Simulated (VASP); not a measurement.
# CdS (space group P6_3mc): computed properties

Method: PBEsol GGA, VASP's PBE PAW potentials (set 64) (plane waves; VASP).

- space group: P6_3mc (186)
- cell: a = b = 4.1245 Å, c = 6.7204 Å, α = β = 90.00°, γ = 120.00°
- volume per atom: 24.75 Å³/atom
- band gap (over mesh and band path): 1.09 eV
- smallest direct gap (over mesh and band path): 1.09 eV
- Hill bulk modulus: 620 kbar
- Hill shear modulus: 17.0 GPa
- Poisson's ratio: 0.374
- band-edge character without spin-orbit coupling: direct, Γ to Γ
- band gap with spin-orbit coupling: 1.07 eV
- density: 4.85 g/cm³
- C11: 85.7 GPa
- C12: 53.2 GPa
- C13: 45.9 GPa
- C33: 96.2 GPa
- C44: 14.8 GPa
- C66: 16.2 GPa

```yaml
crystal:
  lattice:
    - [4.12450, 0.00000, 0.00000]
    - [-2.06225, 3.57192, 0.00000]
    - [0.00000, 0.00000, 6.72045]
  atoms:
    - { symbol: Cd, position: [0.66667, 0.33333, 0.99951] }
    - { symbol: Cd, position: [0.33333, 0.66667, 0.49951] }
    - { symbol: S, position: [0.66667, 0.33333, 0.37549] }
    - { symbol: S, position: [0.33333, 0.66667, 0.87549] }
```

The structure comes from a measured CdS entry (P6_3mc) of the Crystallography Open Database, whose conditions weren't checked. It was relaxed first. Symmetry was kept, so distortions that lower it aren't found.
